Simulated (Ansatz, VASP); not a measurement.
# W2N in two plane-wave programs

One calculation is typed for both programs; each brings its own data sets. How far apart do they land? The cell is taken from a series of runs on this material, whose earlier steps may have relaxed, scaled, displaced or heated it; both programs get it as it stands.

Program: Ansatz 0.2.0. Level of theory: plane waves, with VASP 6.6.1 beside it; PBE. Results are calculated unless marked as measured.

## 1. The starting structure

The cell holds 3 atoms: 1 N and 2 W. Cell: a = 2.780 Å, b = 2.863 Å, c = 29.624 Å, α = 90.0°, β = 90.0°, γ = 119.0°. Vacuum lies along c.

Structure file:

```xyz
3
Lattice="2.7797 0.0000 0.0000 -1.3898 2.5036 0.0000 0.0000 0.0000 29.6237" Properties=species:S:1:pos:R:3
N     0.0000    0.0000   10.0000
W     0.0000    1.6305   11.4040
W     1.3898    0.8731    8.5960
```

## 2. VASP: zone-centre phonons, PBE

Second derivatives magnify differences that forces hide, and they need a tight electronic threshold.

Lines of VASP's logs that name or quote its potential files are left out, and so is its time.

INCAR reads:

```
SYSTEM = W2N
PREC = Accurate
ENCUT = 600
EDIFF = 1E-08
NELM = 120
ISMEAR = 1
SIGMA = 0.2
LREAL = .FALSE.
ALGO = Normal
GGA = PE
NBANDS = 14
LASPH = .TRUE.
LORBIT = 11
LWAVE = .FALSE.
LCHARG = .FALSE.
ISIF = 2
IBRION = 8
GGA_COMPAT = .FALSE.
NELMDL = -8
KPAR = 2
```

POSCAR reads:

```
W2N
1.0
    2.7796736243      0.0000000000      0.0000000000
   -1.3898368121      2.5035586917      0.0000000000
    0.0000000000      0.0000000000     29.6237063742
N W
1 2
Direct
    0.0000000000      0.0000000000      0.3375674831
    0.3256368640      0.6512737281      0.3849607716
    0.6743631360      0.3487262719      0.2901741946
```

KPOINTS reads:

```
Automatic mesh
0
Gamma
18 18 1
0 0 0
```

PAW data sets: N and W (PBE family, release 64).

On the command line:

```
> mpirun -np 2 vasp_std
```

Numbers of over 12 decimals in the logs are rounded to 6 here.

The program printed:

```text
[banner, memory and clock lines left out]
running    2 mpi-ranks, on    1 nodes
 distrk:  each k-point on    1 cores,    2 groups
 distr:  one band on    1 cores,    1 groups

 POSCAR found type information on POSCAR N W
 POSCAR found :  2 types and       3 ions
 LDA part: xc-table for (Slater+PW92), standard interpolation
 POSCAR, INCAR and KPOINTS ok, starting setup
 FFT: planning ... GRIDC
 FFT: planning ... GRID_SOFT
 FFT: planning ... GRID
 WAVECAR not read
 entering main loop
       N       E                     dE             d eps       ncg     rms          rms(c)
DAV:   1     0.126264397607E+03    0.12626E+03   -0.58512E+03  2548   0.949E+02
DAV:   2    -0.172725884611E+02   -0.14354E+03   -0.13585E+03  4446   0.195E+02
DAV:   3    -0.344862610859E+02   -0.17214E+02   -0.16787E+02  3584   0.826E+01
DAV:   4    -0.351116370979E+02   -0.62538E+00   -0.61015E+00  3638   0.179E+01
DAV:   5    -0.351311738103E+02   -0.19537E-01   -0.19465E-01  3652   0.259E+00
DAV:   6    -0.351318574866E+02   -0.68368E-03   -0.68331E-03  3894   0.396E-01
DAV:   7    -0.351318659716E+02   -0.84851E-05   -0.84845E-05  3684   0.417E-02
DAV:   8    -0.351318662176E+02   -0.24599E-06   -0.24586E-06  3868   0.507E-03    0.322E+01
DAV:   9    -0.318961118437E+02    0.32358E+01   -0.15551E+01  3732   0.282E+01    0.125E+01
DAV:  10    -0.315257598242E+02    0.37035E+00   -0.25469E+00  3420   0.128E+01    0.727E+00
DAV:  11    -0.314308149857E+02    0.94945E-01   -0.48962E-01  3586   0.570E+00    0.104E+00
DAV:  12    -0.314213061458E+02    0.95088E-02   -0.47304E-02  3158   0.163E+00    0.623E-01
DAV:  13    -0.314206325046E+02    0.67364E-03   -0.43232E-03  3540   0.482E-01    0.784E-02
DAV:  14    -0.314205250964E+02    0.10741E-03   -0.27653E-04  3256   0.138E-01    0.323E-02
[...]
DAV:  22    -0.314206103334E+02   -0.56279E-05   -0.26483E-07  2896   0.139E-03    0.221E-04
DAV:  23    -0.314206126316E+02   -0.22981E-05   -0.43983E-08  2544   0.672E-04    0.108E-04
DAV:  24    -0.314206142222E+02   -0.15906E-05   -0.45632E-08  2590   0.580E-04    0.642E-05
DAV:  25    -0.314206146607E+02   -0.43853E-06   -0.76662E-09  2270   0.283E-04    0.149E-04
DAV:  26    -0.314206148473E+02   -0.18660E-06   -0.27287E-09  2068   0.193E-04    0.808E-05
DAV:  27    -0.314206148796E+02   -0.32285E-07   -0.40611E-10  1592   0.743E-05    0.221E-05
DAV:  28    -0.314206149016E+02   -0.22026E-07   -0.27575E-10  1580   0.514E-05    0.539E-06
DAV:  29    -0.314206149069E+02   -0.53258E-08   -0.50586E-11  1418   0.270E-05
   1 F= -.31420615E+02 E0= -.31421181E+02  d E =0.169683E-02
 Linear response reoptimize wavefunctions to high precision
DAV:   1    -0.314206149094E+02   -0.24779E-08   -0.65202E-12  2024   0.181E-05
DAV:   2    -0.314206149094E+02    0.39108E-10    0.23335E-11  1418   0.679E-06
 Linear response DOF=           6
 Linear response progress:
  Degree of freedom:   1/  6
       N       E                     dE             d eps       ncg     rms          rms(c)
RMM:   1    -0.223791299527E+00   -0.22379E+00    0.20787E-01  5763   0.318E+00
RMM:   2    -0.225738460771E+00   -0.19472E-02   -0.99367E-03  4118   0.684E-01    0.255E-01
RMM:   3    -0.226941479959E+00   -0.12030E-02   -0.13775E-03  4271   0.209E-01    0.139E-01
RMM:   4    -0.228631118249E+00   -0.16896E-02   -0.55524E-04  3888   0.152E-01    0.263E-02
RMM:   5    -0.228594915532E+00    0.36203E-04   -0.40166E-05  4613   0.407E-02    0.471E-03
RMM:   6    -0.228543945860E+00    0.50970E-04   -0.27826E-06  4566   0.888E-03    0.990E-04
RMM:   7    -0.228531648821E+00    0.12297E-04   -0.15935E-07  4701   0.186E-03    0.425E-04
RMM:   8    -0.228531278164E+00    0.37066E-06    0.15372E-07  4788   0.541E-04    0.997E-05
RMM:   9    -0.228531448785E+00   -0.17062E-06    0.66808E-08  4876   0.190E-04    0.327E-05
RMM:  10    -0.228531300311E+00    0.14847E-06    0.52178E-08  4919   0.938E-05    0.113E-05
RMM:  11    -0.228531279200E+00    0.21111E-07    0.95991E-08  4774   0.664E-05    0.445E-06
RMM:  12    -0.228531339251E+00   -0.60051E-07    0.37400E-08  4692   0.570E-05    0.794E-07
RMM:  13    -0.228531338324E+00    0.92691E-09    0.47034E-08  4633   0.505E-05    0.462E-07
 first order change of Fermi-energy   0.28821E-02
 force on displaced ion       1 direction 1 :  -2.644   0.000   0.000
 Linear response progress:
  Degree of freedom:   2/  6
       N       E                     dE             d eps       ncg     rms          rms(c)
RMM:   1    -0.225295968897E+00   -0.22530E+00    0.21530E-01  5864   0.321E+00
RMM:   2    -0.226350208669E+00   -0.10542E-02   -0.10228E-02  4109   0.714E-01    0.268E-01
RMM:   3    -0.227506123399E+00   -0.11559E-02   -0.14979E-03  4285   0.218E-01    0.147E-01
RMM:   4    -0.229285663545E+00   -0.17795E-02   -0.70721E-04  4005   0.166E-01    0.699E-02
RMM:   5    -0.229149295460E+00    0.13637E-03   -0.13366E-04  4277   0.663E-02    0.280E-02
RMM:   6    -0.229035913336E+00    0.11338E-03   -0.15918E-05  4085   0.255E-02    0.277E-03
RMM:   7    -0.228990395132E+00    0.45518E-04   -0.19521E-06  4694   0.641E-03    0.781E-04
RMM:   8    -0.228988481317E+00    0.19138E-05   -0.12978E-07  4631   0.153E-03    0.363E-04
RMM:   9    -0.228987715479E+00    0.76584E-06   -0.13637E-07  4893   0.487E-04    0.126E-04
RMM:  10    -0.228988333094E+00   -0.61762E-06    0.10155E-07  4719   0.245E-04    0.375E-05
[...]
RMM:  14    -0.228988137347E+00    0.90779E-07   -0.23975E-08  4688   0.894E-05    0.525E-06
RMM:  15    -0.228988135447E+00    0.19000E-08   -0.17688E-08  4721   0.767E-05    0.183E-06
 first order change of Fermi-energy  -0.81863E-03
 force on displaced ion       1 direction 2 :  -0.000  -5.320  -0.084
 Linear response progress:
  Degree of freedom:   3/  6
       N       E                     dE             d eps       ncg     rms          rms(c)
RMM:   1    -0.268965874617E+00   -0.26897E+00    0.30944E-01  5677   0.337E+00
RMM:   2    -0.271502794072E+00   -0.25369E-02   -0.90495E-03  4216   0.716E-01    0.643E-01
RMM:   3    -0.272344488563E+00   -0.84169E-03   -0.17412E-03  4275   0.250E-01    0.407E-01
RMM:   4    -0.280497343325E+00   -0.81529E-02   -0.51666E-03  5060   0.302E-01    0.364E-01
RMM:   5    -0.274001539470E+00    0.64958E-02   -0.35163E-03  4843   0.263E-01    0.300E-02
RMM:   6    -0.273709042205E+00    0.29250E-03   -0.12947E-04  4233   0.624E-02    0.717E-03
RMM:   7    -0.273674640053E+00    0.34402E-04   -0.11493E-05  4748   0.144E-02    0.277E-03
RMM:   8    -0.273652962516E+00    0.21678E-04   -0.73568E-07  4623   0.324E-03    0.121E-03
RMM:   9    -0.273650794748E+00    0.21678E-05   -0.30417E-07  4925   0.104E-03    0.235E-04
RMM:  10    -0.273651254252E+00   -0.45950E-06   -0.13381E-07  4622   0.426E-04    0.101E-04
RMM:  11    -0.273651299394E+00   -0.45142E-07    0.36715E-08  4561   0.317E-04    0.789E-05
RMM:  12    -0.273651407911E+00   -0.10852E-06    0.91023E-08  4602   0.300E-04    0.391E-05
RMM:  13    -0.273651359929E+00    0.47983E-07   -0.18902E-08  4700   0.183E-04    0.221E-05
RMM:  14    -0.273651254361E+00    0.10557E-06    0.69398E-09  4693   0.139E-04    0.142E-05
RMM:  15    -0.273651259419E+00   -0.50580E-08    0.19545E-08  4775   0.149E-04    0.747E-06
 first order change of Fermi-energy  -0.73303E-02
 force on displaced ion       1 direction 3 :  -0.000  -0.084 -18.529
 Linear response progress:
  Degree of freedom:   4/  6
       N       E                     dE             d eps       ncg     rms          rms(c)
RMM:   1    -0.110353316261E+00   -0.11035E+00   -0.10023E-01  7709   0.202E+00
RMM:   2    -0.107559430214E+00    0.27939E-02   -0.44671E-03  7073   0.431E-01    0.201E-01
RMM:   3    -0.106473205629E+00    0.10862E-02   -0.68083E-04  7514   0.137E-01    0.118E-01
RMM:   4    -0.105871382286E+00    0.60182E-03   -0.67092E-04  7430   0.155E-01    0.245E-02
RMM:   5    -0.105891421289E+00   -0.20039E-04   -0.61584E-05  8334   0.323E-02    0.247E-02
RMM:   6    -0.105877279092E+00    0.14142E-04   -0.12896E-05  7781   0.172E-02    0.211E-03
RMM:   7    -0.105878395575E+00   -0.11165E-05   -0.14412E-06  8654   0.415E-03    0.849E-04
RMM:   8    -0.105877524164E+00    0.87141E-06   -0.14052E-07  8715   0.110E-03    0.363E-04
RMM:   9    -0.105877042658E+00    0.48151E-06   -0.13892E-08  8588   0.461E-04    0.795E-05
RMM:  10    -0.105876873223E+00    0.16944E-06   -0.12711E-07  8951   0.189E-04    0.308E-05
RMM:  11    -0.105876875980E+00   -0.27572E-08   -0.24492E-08  8747   0.881E-05    0.827E-06
 first order change of Fermi-energy  -0.21185E-02
 force on displaced ion       2 direction 1 :  -3.551   0.007  -0.054
 Linear response progress:
  Degree of freedom:   5/  6
       N       E                     dE             d eps       ncg     rms          rms(c)
RMM:   1    -0.109938771632E+00   -0.10994E+00   -0.98251E-02  4346   0.201E+00
RMM:   2    -0.107342780715E+00    0.25960E-02   -0.45411E-03  3917   0.435E-01    0.202E-01
RMM:   3    -0.106391078337E+00    0.95170E-03   -0.66766E-04  4237   0.131E-01    0.120E-01
RMM:   4    -0.105840908234E+00    0.55017E-03   -0.58865E-04  4130   0.146E-01    0.207E-02
RMM:   5    -0.105868447464E+00   -0.27539E-04   -0.55047E-05  4610   0.311E-02    0.259E-02
RMM:   6    -0.105855564196E+00    0.12883E-04   -0.15315E-05  4302   0.187E-02    0.260E-03
RMM:   7    -0.105857998977E+00   -0.24348E-05   -0.14464E-06  4662   0.462E-03    0.870E-04
RMM:   8    -0.105857102119E+00    0.89686E-06   -0.19095E-07  4776   0.120E-03    0.391E-04
RMM:   9    -0.105856646221E+00    0.45590E-06    0.13332E-07  4679   0.480E-04    0.994E-05
RMM:  10    -0.105856493705E+00    0.15252E-06   -0.13608E-08  4968   0.170E-04    0.436E-05
RMM:  11    -0.105856411397E+00    0.82309E-07    0.26834E-08  4707   0.938E-05    0.135E-05
RMM:  12    -0.105856433433E+00   -0.22036E-07   -0.26307E-08  4831   0.547E-05    0.813E-06
RMM:  13    -0.105856436542E+00   -0.31092E-08   -0.14398E-08  4598   0.506E-05    0.522E-06
 first order change of Fermi-energy   0.11169E+00
 force on displaced ion       2 direction 2 :  -0.000  -3.350   0.390
 Linear response progress:
  Degree of freedom:   6/  6
       N       E                     dE             d eps       ncg     rms          rms(c)
RMM:   1    -0.159918821808E+00   -0.15992E+00   -0.95206E-02  4405   0.198E+00
RMM:   2    -0.156711396767E+00    0.32074E-02   -0.54542E-03  3938   0.487E-01    0.518E-01
RMM:   3    -0.156656568119E+00    0.54829E-04   -0.57641E-04  4525   0.123E-01    0.308E-01
RMM:   4    -0.157410293627E+00   -0.75373E-03   -0.70687E-04  4625   0.143E-01    0.127E-01
RMM:   5    -0.156778368170E+00    0.63193E-03   -0.37732E-04  4490   0.941E-02    0.316E-02
RMM:   6    -0.156758507852E+00    0.19860E-04   -0.21914E-05  4186   0.271E-02    0.793E-03
RMM:   7    -0.156732212139E+00    0.26296E-04   -0.40004E-06  4573   0.118E-02    0.166E-03
RMM:   8    -0.156730353544E+00    0.18586E-05   -0.29471E-07  4755   0.280E-03    0.733E-04
RMM:   9    -0.156728593591E+00    0.17600E-05   -0.21618E-07  4572   0.926E-04    0.216E-04
RMM:  10    -0.156727618169E+00    0.97542E-06    0.24763E-08  4834   0.340E-04    0.619E-05
RMM:  11    -0.156727359806E+00    0.25836E-06    0.56561E-08  4592   0.199E-04    0.288E-05
RMM:  12    -0.156727490907E+00   -0.13110E-06   -0.53951E-08  4845   0.986E-05    0.134E-05
RMM:  13    -0.156727583790E+00   -0.92882E-07   -0.18862E-08  4600   0.967E-05    0.151E-05
RMM:  14    -0.156727663965E+00   -0.80176E-07   -0.67285E-08  4700   0.914E-05    0.469E-06
RMM:  15    -0.156727680992E+00   -0.17026E-07   -0.31484E-08  4700   0.513E-05    0.287E-06
RMM:  16    -0.156727706484E+00   -0.25492E-07   -0.36227E-08  4403   0.439E-05    0.183E-06
RMM:  17    -0.156727713489E+00   -0.70052E-08   -0.17418E-08  4336   0.350E-05    0.843E-07
 first order change of Fermi-energy  -0.63628E+00
 force on displaced ion       2 direction 3 :   0.000   0.405 -11.197
 Linear response finished
```

OUTCAR, selected parts (step 2):

```text
ion  position               nearest neighbor table
   1  0.000  0.000  0.338-   2 2.15   3 2.15   2 2.16   3 2.16   2 2.16   3 2.16
   2  0.326  0.651  0.385-   1 2.15   1 2.16   1 2.16   3 3.22   3 3.22   3 3.31
   3  0.674  0.349  0.290-   1 2.15   1 2.16   1 2.16   2 3.22   2 3.22   2 3.31

  LATTYP: Found a base centered orthorhombic cell.
 ALAT       =     2.7796736243
 B/A-ratio  =     1.8013328398
 C/A-ratio  =    10.6572606637

 Subroutine GETGRP returns: Found  4 space group operations
 (whereof  2 operations were pure point group operations)

The static configuration has the point symmetry C_1h.
 The point group associated with its full space group is C_2h.

 Found     91 irreducible k-points:

   k-points           NKPTS =     91   k-points in BZ     NKDIM =     91   number of bands    NBANDS=     14

   dimension x,y,z NGX =    24 NGY =   24 NGZ =  240
   dimension x,y,z NGXF=    48 NGYF=   48 NGZF=  480

   ENCUT  =  600.0 eV  44.10 Ry    6.64 a.u.   5.55  5.72 59.17*2*pi/ulx,y,z

   NELECT =      17.0000    total number of electrons

 k-points in reciprocal lattice and weights: Automatic mesh
   0.00000000  0.00000000  0.00000000       0.003
   0.05555556  0.00000000  0.00000000       0.012
   0.11111111  0.00000000  0.00000000       0.012
   0.16666667  0.00000000  0.00000000       0.012
   0.22222222  0.00000000  0.00000000       0.012
   0.27777778  0.00000000  0.00000000       0.012
   0.33333333  0.00000000  0.00000000       0.012
   0.38888889 -0.00000000  0.00000000       0.012
   0.44444444  0.00000000  0.00000000       0.012
[...]
0.11111111  0.44444444  0.00000000       0.006
   0.00000000  0.50000000  0.00000000       0.003

 average (electrostatic) potential at core
       1 -73.5730       2 -49.1631       3 -49.1631

  Total       -2.0229919     -3.1860956     -0.1223148     -0.0000000      0.0045627      0.0000000
  in kB      -15.7222159    -24.7615834     -0.9506018     -0.0000000      0.0354599      0.0000000
  external PRESSURE =     -13.8114670 kB  Pullay stress =       0.0000000 kB

  energy-cutoff  :      600.00
  volume of cell :      206.15
      direct lattice vectors                 reciprocal lattice vectors
     2.779673624  0.000000000  0.000000000     0.359754466  0.199715709  0.000000000
    -1.389836812  2.503558692  0.000000000     0.000000000  0.399431419  0.000000000
     0.000000000  0.000000000 29.623706374     0.000000000  0.000000000  0.033756748

 POSITION                                       TOTAL-FORCE (eV/Angst)
 -----------------------------------------------------------------------------------
      0.00000      0.00000     10.00000         0.000000      0.000000      0.000000
     -0.00000      1.63050     11.40396         0.000000      0.001585     -0.030972
      1.38984      0.87306      8.59604        -0.000000     -0.001585      0.030972
 -----------------------------------------------------------------------------------
    total drift:                                0.000000     -0.000000     -0.000000

 Eigenvectors and eigenvalues of the dynamical matrix
 ----------------------------------------------------

   1 f  =   18.325571 THz   115.142956 2PiTHz  611.275236 cm-1    75.788436 meV
             X         Y         Z           dx          dy          dz
      0.000000  0.000000 10.000000     0.000000    0.006343    0.981376
     -0.000000  1.630502 11.403965    -0.000000   -0.001163   -0.135755
      1.389837  0.873057  8.596035    -0.000000   -0.001163   -0.135755

   2 f  =    9.817609 THz    61.685859 2PiTHz  327.480199 cm-1    40.602352 meV
             X         Y         Z           dx          dy          dz
      0.000000  0.000000 10.000000     0.000000    0.981480   -0.006582
     -0.000000  1.630502 11.403965    -0.000000   -0.135375    0.000297
      1.389837  0.873057  8.596035    -0.000000   -0.135375    0.000297

   3 f  =    6.921539 THz    43.489309 2PiTHz  230.877675 cm-1    28.625171 meV
             X         Y         Z           dx          dy          dz
      0.000000  0.000000 10.000000     0.981501   -0.000000    0.000000
     -0.000000  1.630502 11.403965    -0.135382    0.000000    0.000000
      1.389837  0.873057  8.596035    -0.135382    0.000000    0.000000

   4 f  =    4.183481 THz    26.285585 2PiTHz  139.545900 cm-1    17.301479 meV
             X         Y         Z           dx          dy          dz
      0.000000  0.000000 10.000000    -0.000000    0.000000   -0.000000
     -0.000000  1.630502 11.403965    -0.000000   -0.067074    0.703918
      1.389837  0.873057  8.596035     0.000000    0.067074   -0.703918

   5 f  =    2.772025 THz    17.417144 2PiTHz   92.464789 cm-1    11.464168 meV
             X         Y         Z           dx          dy          dz
      0.000000  0.000000 10.000000    -0.000000   -0.000000   -0.000000
     -0.000000  1.630502 11.403965    -0.707107   -0.000000   -0.000000
      1.389837  0.873057  8.596035     0.707107    0.000000    0.000000

   6 f  =    2.294125 THz    14.414412 2PiTHz   76.523769 cm-1     9.487734 meV
             X         Y         Z           dx          dy          dz
      0.000000  0.000000 10.000000    -0.000000   -0.000000   -0.000000
     -0.000000  1.630502 11.403965    -0.000000    0.703918    0.067074
      1.389837  0.873057  8.596035     0.000000   -0.703918   -0.067074

   7 f/i=    0.000445 THz     0.002799 2PiTHz    0.014859 cm-1     0.001842 meV
             X         Y         Z           dx          dy          dz
      0.000000  0.000000 10.000000     0.191458   -0.000000    0.000000
     -0.000000  1.630502 11.403965     0.694026   -0.000000    0.000000
      1.389837  0.873057  8.596035     0.694026   -0.000000    0.000000

   8 f/i=    0.005072 THz     0.031870 2PiTHz    0.169194 cm-1     0.020977 meV
             X         Y         Z           dx          dy          dz
      0.000000  0.000000 10.000000    -0.000000   -0.171826    0.083577
     -0.000000  1.630502 11.403965    -0.000000   -0.624242    0.303426
      1.389837  0.873057  8.596035    -0.000000   -0.624242    0.303426

   9 f/i=    0.013207 THz     0.082983 2PiTHz    0.440545 cm-1     0.054621 meV
             X         Y         Z           dx          dy          dz
      0.000000  0.000000 10.000000    -0.000000   -0.084451   -0.172839
     -0.000000  1.630502 11.403965    -0.000000   -0.303305   -0.624102
      1.389837  0.873057  8.596035    -0.000000   -0.303305   -0.624102

 ELASTIC MODULI CONTR FROM IONIC RELAXATION (kBar)
 Direction    XX          YY          ZZ          XY          YZ          ZX
 --------------------------------------------------------------------------------
 XX        -299.5829   -280.4254   -327.7536     -0.0000     43.5641      0.0000
 YY        -280.4254   -581.8129   -426.2248     -0.0000    -14.9099     -0.0000
 ZZ        -327.7536   -426.2248   -403.2419     -0.0000     26.8324      0.0000
 XY          -0.0000     -0.0000     -0.0000     -2.3647     -0.0000     16.1353
 YZ          43.5641    -14.9099     26.8324     -0.0000    -16.0467     -0.0000
 ZX           0.0000     -0.0000      0.0000     16.1353     -0.0000   -110.0963
 --------------------------------------------------------------------------------
```

This run has no spin polarisation, so a moment on W, if there is one, isn't seen. Its electron count is odd, so without a moment it is a metal by construction.

(Continued in part 2 of 2.)

[Lines on the potential files, build, host, timing and source positions are cut from VASP's logs without a mark.]

[Logs are printed without paths, hosts, clocks, repeated set-up lines and the standing remarks that a program may print on its own settings, such as how far it seeks lower states.]

[Hosts, paths, dates, database ids (printed as entryN), source tags and the programs' standing remarks are cut or masked in the printed files.]
